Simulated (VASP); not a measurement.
Runs of VASP 6.6.1 on LiBiS3. Symmetry: Pm-3m, No. 221, cubic system. Conventional cell: a = 4.561 Å, b = 4.561 Å, c = 4.561 Å, α = 90.00°, β = 90.00°, γ = 90.00°. Li (site symmetry m-3m) is surrounded by 6 S at 2.28 Å. Bi (site symmetry m-3m) is surrounded by 12 S at 3.23 Å. S (site symmetry 4/mmm) has 2 Li at 2.28 Å as nearest neighbours. The cell was built by a generator and needn't be a form met in nature.

```tsv
level	potentials or basis	cutoff (eV)	gap on the mesh (eV)	pressure (GPa)	relaxed volume (Å³/atom)
PBE	VASP PAW PBE potentials, release 54 (Li, Bi, S)	900	none	0.0	(a)
BLYP+D4	VASP PAW PBE potentials, release 64 (Li_sv, Bi_d, S)	600	none	0.0	18.98
PBE	VASP PAW PBE potentials, release 54 (Li_sv, Bi_d, S)	900	none	-0.1	18.98
PBE	VASP PAW PBE potentials, release 64 (Li_sv_GW, Bi_d_GW, S_GW)	900	none	-0.1	18.98
PBE	VASP PAW PBE potentials, release 64 (Li_GW, Bi_d_GW, S_GW)	900	none	0.1	18.98
BLYP	VASP PAW PBE potentials, release 64 (Li_sv, Bi_d, S)	600	none	0.1	20.62
BLYP+D3(BJ)	VASP PAW PBE potentials, release 64 (Li_sv, Bi_d, S)	600	none	0.1	18.44
BLYP+D3	VASP PAW PBE potentials, release 64 (Li_sv, Bi_d, S)	600	none	0.0	20.14
PBE	VASP PAW PBE potentials, release 64 (Li_sv, Bi_d, S_h)	900	none	-0.1	18.98
```

Alike in all rows: task relaxation of cell and atoms; no spin polarisation; cell relaxed; k mesh 5 × 5 × 5; smearing fermi-dirac 0.05 eV.

Question: Fill in the values left out.

Answer: (a) 18.94.

Caveats: spin-orbit coupling is left out, which moves the levels of the heavy elements; the cutoff is under 1.25 times the usual one of these potentials, so pressure, stress and relaxed cells hold a basis-set (Pulay) error (some runs); the PAW data sets were made with another functional, which shifts forces and pressure a little (some runs); pairwise dispersion overbinds metals, which lowers pressure and volume (some runs).

A k mesh can miss the band edges, and the runs leave out spin-orbit coupling on Bi.

A gap of «none» marks a metal or a gap under the smearing width.

Not every run made on this cell is shown here.
